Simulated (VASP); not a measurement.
Energy against volume of FePt (L1_0). Computed with MS2 meta-GGA, VASP's PBE PAW potentials (set 64) (plane waves; VASP). Numerical set-up: 520 eV cut-off, 13×13×10 Γ-centred mesh, first-order Methfessel-Paxton smearing of 0.10 eV, potentials Fe Pt.

Shape and ions are relaxed at each volume.

```csv
V (Å³/atom),E (eV/atom)
13.088,-0.03494
13.493,-0.04346
13.898,-0.03510
14.303,-0.01243
```

Fit these four points and predict the energy of the run at 12.684 Å³/atom.

A cubic in V^(−2/3), the third-order Birch-Murnaghan form, passes through the four points with V0 = 13.48 Å³/atom and B0 = 223 GPa, and gives -0.0065 eV/atom there. The run gave -0.0063 eV/atom, +0.3 meV/atom from the fit; all five points give B0 = 224 GPa.

The compound is FePt in the L1_0 structure. It was relaxed first.
